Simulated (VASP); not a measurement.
Be3Te2Se:

```
CELL_PARAMETERS angstrom
-1.87814 5.70978 2.82270
3.63159 -11.46993 5.66405
2.02339 5.78341 -2.87622
ATOMIC_POSITIONS crystal
Be 0.63331 0.41088 0.89390
Be 0.60223 0.87636 0.84896
Be 0.90823 0.36402 0.11948
Be 0.90796 0.86866 0.14779
Be 0.17582 0.35143 0.48867
Be 0.25135 0.86632 0.49467
Te 0.66390 0.49936 0.65704
Te 0.66444 0.99627 0.64757
Te 0.33791 0.51290 0.38735
Te 0.29529 0.02577 0.38377
Se 0.98489 0.00297 0.98954
Se 0.03741 0.50814 0.99935
```

The cell was built by a generator and needn't be a form met in nature.

- Program: VASP 6.6.1
- Task: relaxation of cell and atoms
- Functional: PBE
- Potentials or basis: VASP PAW PBE potentials, release 64 (Be, Te, Se)
- Cutoff: 520 eV
- k mesh: 5 × 5 × 5
- Occupations: gaussian, width 0.05 eV
- Spin: no spin polarisation

At the start: pressure 2.2 GPa; volume 20.79 Å³/atom.

**Question.** How do energy, volume and symmetry change on relaxing?

**Answer.** Over 17 steps the energy falls by 143.9 meV/atom and the volume is 20.87 Å³/atom (+0.4 %); space group Imm2 (No. 44, to 0.05 Å).

The path:
| step | energy change (eV) | largest force (eV/Å) | pressure (GPa) | volume (Å³) |
| --- | --- | --- | --- | --- |
| 1 | 0.0000 | 3.0374 | 2.18 | 249.44 |
| 2 | -1.1094 | 1.2280 | -1.74 | 259.68 |
| 3 | -1.2108 | 0.8339 | -2.79 | 264.26 |
| 4 | -1.5319 | 0.6196 | -0.15 | 251.53 |
| 5 | -1.5423 | 0.5609 | 0.57 | 248.87 |
| 6 | -1.6308 | 0.3687 | 0.27 | 249.76 |
| 7 | -1.6447 | 0.3504 | 0.16 | 250.27 |
| 8 | -1.6883 | 0.2073 | -0.24 | 251.66 |
| 9 | -1.6960 | 0.2336 | -0.45 | 252.61 |
| 10 | -1.7131 | 0.1494 | 0.17 | 250.09 |
| 11 | -1.7145 | 0.1406 | 0.38 | 249.16 |
| 12 | -1.7239 | 0.0722 | 0.04 | 250.64 |
| 13 | -1.7240 | 0.0805 | -0.02 | 250.84 |
| 14 | -1.7257 | 0.0487 | -0.07 | 251.00 |
| 15 | -1.7260 | 0.0383 | -0.07 | 251.07 |
| 16 | -1.7260 | 0.0409 | -0.08 | 251.09 |
| 17 | -1.7267 | 0.0247 | 0.05 | 250.48 |

Final structure:
```
Be Te Se
1.0
    -1.94632    5.84084    2.75038
     3.89733  -11.68134    5.50202
     1.94893    5.84090   -2.75210
Be Te Se
6 4 2
Direct
  0.60346 0.38452 0.84941
  0.60280 0.88490 0.84871
  0.91740 0.38391 0.16059
  0.91619 0.88412 0.16080
  0.22243 0.36516 0.50535
  0.22064 0.86474 0.50422
  0.66230 0.50216 0.66931
  0.66098 0.00235 0.66897
  0.33179 0.50275 0.34065
  0.33115 0.00289 0.34041
  0.99612 0.00262 0.00432
  0.99747 0.50296 0.00535
```
